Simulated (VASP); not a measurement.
Data:

```xyz
2
Lattice="0.0000 2.7170 2.7170 2.7170 0.0000 2.7170 2.7170 2.7170 0.0000" Properties=species:S:1:pos:R:3 pbc="T T T"
La     2.7170     0.0000     2.7170
C      2.7170     2.7170     2.7170
```

Computed with PBE GGA, VASP's PBE PAW potentials (set 64) (plane waves; VASP). Numerical set-up: 520 eV cut-off, Gaussian smearing of 0.050 eV, potentials La C.

Question: Give the energies of bands 5 to 10 at the high-symmetry points, in eV from the Fermi level.

Answer: 
```
band      Γ      X      U      L      W
----  -----  -----  -----  -----  -----
5     -8.66  -8.59  -7.96  -6.66  -7.88
6      0.51   0.10  -0.86  -2.60  -1.11
7      0.51   0.63  -0.24  -1.31   0.09
8      0.51   0.70   0.29  -1.31   0.09
9      2.72   0.70   1.89   3.27   2.79
10     2.72   3.67   3.54   3.54   2.79
```

It has no gap at this level: it comes out as a metal or semimetal.

The structure was generated: LaC was put into the rock salt type (Fm-3m), which need not be its known phase. It was relaxed first, which changed the volume by -30 %. The electron count is odd and the run is not spin-polarised, which forces a metal.
